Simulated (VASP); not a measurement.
OSZICAR of a VASP run on Er (hcp):

**OSZICAR**
```
       N       E                     dE             d eps       ncg     rms          rms(c)
DAV:   1     0.412618636930E+02    0.41262E+02   -0.77318E+03  2458   0.115E+03
DAV:   2    -0.680171809481E+01   -0.48064E+02   -0.46865E+02  2419   0.493E+02
DAV:   3    -0.925822576133E+01   -0.24565E+01   -0.22503E+01  2616   0.592E+01
DAV:   4    -0.935597895190E+01   -0.97753E-01   -0.88492E-01  2636   0.102E+01
DAV:   5    -0.936024047491E+01   -0.42615E-02   -0.42491E-02  2566   0.166E+00    0.233E+01
DAV:   6    -0.933795249220E+01    0.22288E-01   -0.39163E-02  2459   0.339E+00    0.139E+01
DAV:   7    -0.933595586495E+01    0.19966E-02   -0.72106E-02  2439   0.455E+00    0.329E-01
DAV:   8    -0.933549048810E+01    0.46538E-03   -0.44975E-03  2417   0.109E+00    0.575E-02
DAV:   9    -0.933549262064E+01   -0.21325E-05   -0.22382E-04  2499   0.194E-01    0.323E-02
DAV:  10    -0.933548871778E+01    0.39029E-05   -0.23390E-05  2467   0.629E-02    0.390E-02
DAV:  11    -0.933548875952E+01   -0.41739E-07   -0.11274E-06  1443   0.177E-02
   1 F= -.93354888E+01 E0= -.93366710E+01  d E =0.354675E-02
```

Q: Which electronic solver shows in the log?

A: It is blocked Davidson (ALGO = Normal, or the opening steps of other solvers). The INCAR had ALGO = Normal.

Q: Can the final energy be trusted as converged?

A: The calculation finished and met its thresholds. It stopped with EDIFF = 1E-6, NELM = 100 (AM05 GGA, plane waves, VASP's PBE PAW potentials (set 64)). The 4f electrons are frozen in the core of the lanthanide potential, so 4f levels, which can set the real gap, and their magnetism are missing.

The compound is Er in the hcp structure. The cell was not relaxed at this level. The run is one of a series of settings (GGA = AM against the base run), some of them coarse on purpose.
